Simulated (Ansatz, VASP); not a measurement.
**One calculation of NaBeH2, two programs**

```
Na Be H
1.0
     1.73494    1.00167    4.77625
    -1.73494    1.00167    4.77625
     0.00000   -2.00334    4.77625
Na Be H
1 1 2
Direct
  0.00000 0.00000 0.00000
  0.50000 0.50000 0.50000
  0.59527 0.59527 0.59527
  0.40473 0.40473 0.40473
```

Alike in both runs: functional PBE; k mesh 6 × 6 × 6; occupations gaussian, width 0.1 eV; no spin polarisation.

Ansatz relaxed the structure, and its values are those at the end. VASP's run is a single point on that final structure, the one shown.

|  | VASP | Ansatz |
| --- | --- | --- |
| version | VASP 6.6.1 | Ansatz 0.2.0 |
| potentials or method | VASP PAW PBE potentials, release 64 (Na_pv, Be, H) | scalar-relativistic, plane waves, PAW |
| plane-wave cutoff (eV) | 520 | 420 |
| valence electrons in the cell | 11 | 13 |

VASP gave:

* gap on the k mesh at the Fermi level (eV): none
* pressure (GPa): -0.1

Question: Estimate Ansatz's values.

Answer: gap on the k mesh at the Fermi level (eV): none; pressure (GPa): 0.0.

A gap of «none» marks a metal or a gap that the smearing closes. The two sets of potentials don't hold the same shells in valence.
